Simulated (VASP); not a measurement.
A convergence study with VASP on BN (zinc blende): one setting is varied, all else stays as given below, so the limit is that of these other settings.

```
CELL_PARAMETERS angstrom
      0.00000     1.80750     1.80750
      1.80750     0.00000     1.80750
      1.80750     1.80750     0.00000
ATOMIC_POSITIONS crystal
  B  0.00000 0.00000 0.00000
  N  0.25000 0.25000 0.25000
```

These are LDA (Ceperley-Alder, Perdew-Zunger), VASP's LDA PAW potentials (set 64) (plane waves; VASP) values and carry that method's errors. The tightest run used: 700 eV cut-off, 24×24×24 Γ-centred mesh, Gaussian smearing of 0.010 eV, potentials B N.

Problem. The settings run are 4×4×4 mesh; 6×6×6 mesh; 8×8×8 mesh; 12×12×12 mesh; 14×14×14 mesh; 16×16×16 mesh; 18×18×18 mesh; 20×20×20 mesh; 22×22×22 mesh; 24×24×24 mesh. From which on does the highest Γ mode stay within 2 cm⁻¹ of the tightest run?

Solution. From 6×6×6 mesh on: it is off by 0.1 there and by no more than 2 in any finer run, while 4×4×4 mesh is off by 4.9.
| setting | mean ε∞ | highest Γ mode (cm⁻¹) | irreducible k-points | difference judged (cm⁻¹) |
|---|---|---|---|---|
| 4×4×4 mesh | 5.24 | 1037.7 | 8 | 4.9 |
| 6×6×6 mesh | 4.69 | 1032.8 | 16 | 0.1 |
| 8×8×8 mesh | 4.61 | 1032.6 | 29 | 0.2 |
| 12×12×12 mesh | 4.59 | 1032.7 | 72 | 0.1 |
| 14×14×14 mesh | 4.59 | 1032.7 | 104 | 0.0 |
| 16×16×16 mesh | 4.59 | 1032.7 | 145 | 0.0 |
| 18×18×18 mesh | 4.59 | 1032.7 | 195 | 0.0 |
| 20×20×20 mesh | 4.59 | 1032.7 | 256 | 0.0 |
| 22×22×22 mesh | 4.59 | 1032.7 | 328 | 0.0 |
| 24×24×24 mesh | 4.59 | 1032.7 | 413 | 0.0 |

Left out are rungs that failed or repeat a setting and relaxations that didn't move; long series are thinned to 24 rows.

The compound is BN in the zinc blende structure. The cell was not relaxed at this level.
